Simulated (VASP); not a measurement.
Level of theory: PBE GGA, VASP's PBE PAW potentials (set 64) (plane waves; VASP 6.6.1).

Input for VASP

File KPOINTS:
```
Automatic mesh
0
Gamma
9 9 9
0 0 0
```

### INCAR
```
LCHARG = .FALSE.
PREC = Accurate
ENCUT = 300   ! plane-wave cut-off (eV)
LWAVE = .FALSE.
GGA = PE   ! PBE
LMAXMIX = 4   ! l cut-off of mixed one-centre charges
ALGO = Normal
NELM = 100   ! most electronic steps
EDIFF = 1E-6   ! SCF stop (eV)
ISIF = 2   ! forces and stress, cell fixed
SYSTEM = Bi
LREAL = .FALSE.   ! projection in real space or not
SIGMA = 0.272   ! width (eV)
ISMEAR = 0   ! Gaussian
LASPH = .TRUE.
```

File POSCAR:
```
Bi
1
    4.1425160000    -2.2622730000     0.0000000000
    4.1425160000     2.2622730000     0.0000000000
    2.9070630000     0.0000000000     3.7185080000
Bi
2
Direct
  0.2340000000   0.2340000000   0.2340000000
  0.7660000000   0.7660000000   0.7660000000
```

POTCAR, in this order: Bi_d (PBE.64 set). Program: vasp_std.

At this cut-off the stress carries a Pulay error, which pulls relaxed volumes low. Unless said otherwise, spin-orbit coupling is left out, though it shifts the bands of the heavy elements here.

Predict the energy per atom (σ→0), pressure, largest force, band gap (on the k-mesh).

The energy per atom (σ→0) is -3.876 eV/atom and the band gap (on the k-mesh) is none (metal, semimetal or under 0.01 eV). The pressure is 2.05 GPa and the largest force is 0.00492 Ha/bohr.

OSZICAR:
```
...
DAV:   5    -0.775802181643E+01   -0.22853E-01   -0.22852E-01  4490   0.419E+00    0.106E+00
DAV:   6    -0.775611837524E+01    0.19034E-02   -0.11973E-02  3856   0.120E+00    0.647E-01
DAV:   7    -0.775562125858E+01    0.49712E-03   -0.90958E-03  3518   0.110E+00    0.851E-02
DAV:   8    -0.775580318028E+01   -0.18192E-03   -0.96394E-04  3513   0.333E-01    0.276E-02
DAV:   9    -0.775583177850E+01   -0.28598E-04   -0.58308E-05  4151   0.743E-02    0.896E-03
DAV:  10    -0.775583007970E+01    0.16988E-05   -0.72934E-06  2797   0.279E-02    0.170E-03
DAV:  11    -0.775583027113E+01   -0.19143E-06   -0.52308E-07  2008   0.668E-03
   1 F= -.77558303E+01 E0= -.77516328E+01  d E =-.839496E-02
```

The structure is a typed Bi crystal. The cell was not relaxed at this level, and its volume differs by -5.9 % from the start's.
